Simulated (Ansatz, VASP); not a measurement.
## Cross-check of Sn between VASP and Ansatz

Wanted: the spread between two codes on one cell, functional and k mesh. The structure shown is the end of the Ansatz relaxation below.

Main program and level: Ansatz 0.2.0; plane waves, with VASP 6.6.1 beside it; single point at r2SCAN.

### Step 1. Starting point

Symmetry: I4_1/amd, No. 141, tetragonal system. The conventional cell has a = 4.505 Å, b = 4.505 Å, c = 6.750 Å, α = 90.00°, β = 90.00°, γ = 90.00°. Sn has 4 Sn at 2.81 to 2.82 Å nearest.

### Step 2. Ansatz: relaxation, r2SCAN

Ansatz runs on its PAW soft_1 files.

This run makes the geometry at which the two programs are then compared.

input.yaml

```yaml
crystal:
  lattice:
    - [0.0, 3.1854158642, 3.3440358761]
    - [3.1854158642, 0.0, 3.3440358761]
    - [3.1854158642, 3.1854158642, 0.0]
  atoms:
    - { symbol: Sn, position: [0.4999555473, 0.4999555473, 0.500002247] }
    - { symbol: Sn, position: [0.7500444527, 0.7500444527, 0.749997753] }
  conventional_axes: [[-1, 1, 1], [1, -1, 1], [1, 1, -1]]
kpoints:
  mp_grid: { grid: [12, 12, 12], shift: [0.5, 0.5, 0.5] }
hamiltonian:
  xc: r2scan
  pseudopotentials: { kind: paw, azcp: { folder: soft_1 } }
scf:
  occupations: { method: gaussian, width: 0.015 }
output:
  forces: true
  stress: true
  eigenvalues: true
relax:
  adjacent_minimum: "off"
  f_tol: 0.001
  max_steps: 60
  cell: { stress_tol: 0.01, fix: [a, b, angles] }
```

Started as:

```
$ ansatz run input.yaml --threads 4 --pin off --max-ram 10240MiB --backend cpu --events-out ev --progress --plain --runs-dir out
```

Numbers of over 12 decimals in the logs are rounded to 6 here.

The log of the run:

```text
Engine: ansatz 0.2.0, aarch64-unknown-linux-gnu
Pseudopotentials: kind: paw
Pseudopotential: Sn, paw, valence charge 14, recommended cutoff 500 eV (meta_gga), soft_1/Sn.paw.azcp
Functional definition: r2SCAN
  parameter k0 = 0.174
  parameter k1 = 0.065
  parameter a1 = 4.9479
  exchange = r2scan_x(k0 = k0, k1 = k1, a1 = a1)
  correlation = r2scan_c
Crystal: 2 atoms, lattice volume = 67.863 Å³
Basis set: ecut = 500 eV, 1745 PW (Γ), exchange–correlation on 144×144×144 points (64 copies of the dense FFT grid, shifted against one another)
Bands: 18, of which v1, the nominal top of the filled ones, is band 14 counted from 1 (13 counted from 0)
Symmetry: 4 space group operations
Space group: C2/m (ITA 12), of the structure as read, at distance tolerance 4.1e-5 Å
k-points: 468 of 1728
Non-local potential: Sn, projectors of the file, l = 0: 2, l = 1: 2, l = 2: 2, l = 3: 1
PAW form: soft (Blöchl's): semilocal exchange-correlation on the pseudo side does not see the compensation charge
PAW frozen core: Sn, regenerated for the run's functional (the file was generated under x = pbe(κ = 0.804, μ = 0.219515), c = pbe(β = 0.066725))
PAW one-centre angular grid: Sn, 590 points (default); XC on 160 Gauss nodes
Initial density: superposition of atomic densities (chi_scale 0.1, normalization cell)
Initial wavefunctions: pseudopotential atomic-orbital guess
Functional: x = r2scan, c = r2scan; τ floored in thin density (d = 2e-4 eV/Å³)
iter 1 solved again at ethr=1.18e-3 eV; its pass at ethr=3.10e-3 eV (dr2=3.31e-1 eV) is discarded
SCF iter   1: F=—  HF=-12077.306238 eV  |F-HF|=—  |Δ(HF+E_count)|=         —  Δρ=2.24e-2  dr2=3.34e-1  dr2_τ=4.79e-3  ethr=1.18e-3  ⟨swp⟩=1.0  Hψ=58714  notcnv=0
preconditioner: auto → none  [insulator: Δε(μ)=0.018 eV  Ē_g=20.965 eV  σ=0.015 eV  W_gap=0.60  n_scr=14 (ndim 8)  ℏωp=23.9 eV  f_vac=0.004  D(μ)=0.12/eV (n_scr^D=0)  ε∞_Penn≈2.3]
SCF iter   2: F=—  HF=-12077.360730 eV  |F-HF|=—  |Δ(HF+E_count)|=   5.45e-2  Δρ=1.15e-2  dr2=7.54e-2  dr2_τ=8.23e-4  ethr=1.18e-3  ⟨swp⟩=2.0  Hψ=10295  notcnv=0
SCF iter   3: F=—  HF=-12077.379194 eV  |F-HF|=—  |Δ(HF+E_count)|=   1.85e-2  Δρ=8.40e-4  dr2=1.61e-4  dr2_τ=1.36e-5  ethr=2.69e-4  ⟨swp⟩=3.0  Hψ=16774  notcnv=0
SCF iter   4: F=—  HF=-12077.379367 eV  |F-HF|=—  |Δ(HF+E_count)|=   1.72e-4  Δρ=1.32e-4  dr2=7.48e-6  dr2_τ=1.63e-7  ethr=5.76e-7  ⟨swp⟩=3.0  Hψ=16555  notcnv=0
SCF iter   5: F=—  HF=-12077.379370 eV  |F-HF|=—  |Δ(HF+E_count)|=   3.00e-6  Δρ=4.56e-5  dr2=1.08e-6  dr2_τ=3.51e-8  ethr=2.67e-8  ⟨swp⟩=2.0  Hψ=14976  notcnv=0
SCF iter   6: F=-12077.379369 eV  HF=-12077.379369 eV  |F-HF|=6.20e-9  |Δ(HF+E_count)|=   3.39e-7  Δρ=3.97e-6  dr2=5.44e-9  dr2_τ=1.82e-10  ethr=3.57e-10  ⟨swp⟩=5.1  Hψ=47967  notcnv=0
SCF 1 converged in 6 iterations: F = -12077.379369 eV  dr2 = 5.44e-9
  greatest PAW one-centre occupation: 0.989 electrons in one spin orbital (limit 2), on the Sn atom at site 1 (counted from 0), in its partial waves of l = 2
relax step   1: F+E_penalty+E_count = -12077.37936923 eV  Δ(F+E_penalty+E_count) = +0.000e0 eV  max|allowed force component| = 4.698e-4 eV/Å  Δτ_max = 0.0000 Å  P = +2.014 GPa  Ω = 67.863 Å³  fix = [a, b, alpha, beta, gamma]  reactions: a +2.662, b +2.662 GPa; alpha +0.006, beta +0.006, gamma +0.013 GPa/rad  (6 SCF iters, dr2 threshold 1.00e-7 eV, accepted)
[...]
relax step   3: F+E_penalty+E_count = -12077.38073294 eV  Δ(F+E_penalty+E_count) = -1.364e-4 eV  max|allowed force component| = 2.112e-3 eV/Å  Δτ_max = 0.0004 Å  P = +1.541 GPa  Ω = 68.493 Å³  energy of the carried Pulay correction = -1.641e-5 eV  fix = [a, b, alpha, beta, gamma]  reactions: a +2.313, b +2.313 GPa; alpha +0.028, beta +0.028, gamma +0.007 GPa/rad  (5 SCF iters, dr2 threshold 1.18e-7 eV, accepted)
[...]
relax step   4: F+E_penalty+E_count = -12077.38073358 eV  Δ(F+E_penalty+E_count) = -6.345e-7 eV  max|allowed force component| = 1.423e-3 eV/Å  Δτ_max = 0.0003 Å  P = +1.545 GPa  Ω = 68.487 Å³  energy of the carried Pulay correction = -1.624e-5 eV  fix = [a, b, alpha, beta, gamma]  reactions: a +2.317, b +2.317 GPa; alpha +0.018, beta +0.018, gamma +0.013 GPa/rad  (5 SCF iters, dr2 threshold 2.79e-10 eV, accepted)
[...]
relax step   5: F+E_penalty+E_count = -12077.38073383 eV  Δ(F+E_penalty+E_count) = -2.552e-7 eV  max|allowed force component| = 2.536e-5 eV/Å  Δτ_max = 0.0001 Å  P = +1.544 GPa  Ω = 68.488 Å³  energy of the carried Pulay correction = -1.629e-5 eV  fix = [a, b, alpha, beta, gamma]  reactions: a +2.316, b +2.316 GPa; alpha +0.022, beta +0.022, gamma +0.011 GPa/rad  (5 SCF iters, dr2 threshold 1.27e-10 eV, accepted)
[...]
relax step   6: F+E_penalty+E_count = -12077.38074993 eV  Δ(F+E_penalty+E_count) = -1.610e-5 eV  max|allowed force component| = 2.424e-5 eV/Å  Δτ_max = 0.0000 Å  P = +1.544 GPa  Ω = 68.488 Å³  fix = [a, b, alpha, beta, gamma]  reactions: a +2.315, b +2.315 GPa; alpha +0.022, beta +0.022, gamma +0.011 GPa/rad  stress off target by 8.64e-5 GPa on what of the cell is left free  SCF on the basis re-selected at this cell (its energy is not comparable with the rows above)  (5 SCF iters)
basis re-selected at this cell: Δ(F+E_penalty+E_count) = -1.610e-5 eV, ΔP = -0.000 GPa vs the last step (what re-selecting the basis moved, of the pressure what is left beyond the Pulay correction that the steps carried, after the strain that the cell walked since its last selection, with what the two solves' SCF thresholds leave and, on support functions, any second-order correction that the steps lacked; it is no m [...]
SCF converged after 5 iterations
Free energy (F): -12077.380750 eV
Harris-Foulkes:  -12077.380750 eV  (|F-HF|=9.09e-12)
Internal energy: -12077.380732 eV  (E = F + TS)
E sigma→0 (E₀):  -12077.380741 eV
Entropy (-TS):   -0.000018 eV (-0.009 meV/atom)
Fermi energy:    7.895804 eV
--- Per-component energies (eV) ---
  E_band       = -265.888228
  E_kinetic    = 334.985173
  E_local      = -2618.768533  (includes V_loc(G=0)·N_el)
  E_nonlocal   = 289.234319
  E_hartree    = 1278.186625
  E_xc         = -229.648565
  E_vxc        = -169.140896  (∫ρ·V_xc dr)
  E_paw        = -8790.768497  (= ΣΔE_a)
  E_vpaw       = -669.659674  (= ΣTr[D̂ρ^β])
  E_aug_tail   = 0.000192  (compensation charges beyond the density's cutoff)
  E_vtau       = 11.087911  (kinetic-family band-sum trace: ∫τ·v_τ [+ j·A + Jᵃ·Aᵃ] dr)
  E_ewald      = -2342.072088
  E_core_change = 1.470642  (= ΣΔE_core)
  E_smearing   = -0.000018  (= −TS)
  E_closure    = 0.000000  (closes the sum)
  Σ components = -12077.380750   (vs F -12077.380750, Δ=0.00e0)
--- Forces (eV/Å), atoms counted from 1 ---
  atom   1  Sn     0.00001192     0.00001192     0.00002424
  atom   2  Sn    -0.00001192    -0.00001192    -0.00002424
  max |Σ_I F_I| component: 3.39e-21 eV/Å
--- Stress (GPa, compression-positive) ---
        2.315390      -0.010694      -0.022067
       -0.010694       2.315390      -0.022067
       -0.022067      -0.022067       0.000086
  P = ⅓ Tr σ = 1.5436 GPa (15.436 kbar)
--- Band table (eV; the first three rows and the last of 468) ---
  k-point 0: bands = [... 10 lower, -3.2999, 6.9149, 7.5921, 7.9001, 8.1731, 9.9921, 9.9935, 10.2702]
  k-point 1: bands = [... 10 lower, -3.2027, 6.0011, 7.1349, 7.8395, 8.6547, 10.0992, 10.1010, 10.9007]
  k-point 2: bands = [... 10 lower, -2.9678, 4.6651, 6.7844, 7.5682, 8.6317, 10.4871, 10.6228, 11.7858]
  k-point 467: bands = [... 10 lower, -1.5449, 1.2224, 5.9252, 6.3894, 8.4772, 11.1344, 11.3561, 14.0624]
--- Relaxed structure (5 steps of the walk, 5 accepted, 1 SCFs on fresh bases) ---
  F+E_penalty+E_count = -12077.38074993 eV   max|allowed force component| = 2.424e-5 eV/Å   (the final SCF, on the basis selected at the relaxed cell)
  cell:  # Å, volume = 68.4884 Å³
    - [0, 3.1854158642, 3.374851]
    - [3.1854158642, 0, 3.374851]
    - [3.1854158642, 3.1854158642, 0]
  atoms:
    - { symbol: Sn, position: [0.499979, 0.499979, 0.499954] }
    - { symbol: Sn, position: [0.750021, 0.750021, 0.750046] }
```

Reading the cycles: dr2 is the Hartree energy of the density residual (eV), the measure of convergence; HF is the Harris–Foulkes estimate of the energy, which meets the free energy F at convergence.

(Part 1 of 3 ends here.)

[Lines on the potential files, build, host, timing and source positions are cut from VASP's logs without a mark.]

[Logs are printed without paths, hosts, clocks, repeated set-up lines and the standing remarks that a program may print on its own settings, such as how far it seeks lower states.]

[Hosts, paths, dates, database ids (printed as entryN), source tags and the programs' standing remarks are cut or masked in the printed files.]
